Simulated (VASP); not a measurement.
Calculation: r2SCAN+rVV10, VASP's PBE PAW potentials (set 64) (plane waves; VASP 6.6.1).

Input for VASP

File POSCAR:
```
Al
1
    0.0000000000     1.9891761407     1.9891761407
    1.9891761407    -0.0000000000     1.9891761407
    1.9891761407     1.9891761407     0.0000000000
Al
1
Direct
  0.0000000000   0.0000000000   0.0000000000
```

**INCAR**
```
SYSTEM = Al
PREC = Accurate; ENCUT = 520; LREAL = .FALSE.
LASPH = .TRUE.
EDIFF = 1E-6; NELM = 100; ALGO = Normal
LMIXTAU = .TRUE.
ISMEAR = 1; SIGMA = 0.1
METAGGA = R2SCAN; LUSE_VDW = .TRUE.; BPARAM = 11.95
CPARAM = 0.0093
IBRION = 2; NSW = 60; ISIF = 3
EDIFFG = -0.01
LWAVE = .FALSE.; LCHARG = .FALSE.
```

File KPOINTS:
```
K-points
0
Gamma
 14 14 14
0 0 0
```

POTCAR, in this order: Al (PBE.64 set). Program: vasp_std.

Problem. What will the output report for the number of irreducible k-points (NKPTS), largest plane-wave count, number of space-group operations, FFT grid (NGX, NGY, NGZ)?

Solution. 
```json
{
 "number of irreducible k-points (NKPTS)": "104",
 "largest_plane_wave_count": "444",
 "number_of_space_group_operations": "48",
 "FFT grid (NGX, NGY, NGZ)": "24 × 24 × 24"
}
```

The compound is Al in the fcc structure. It was relaxed first, which changed the volume by -5 %. The start is the result of an earlier pass.
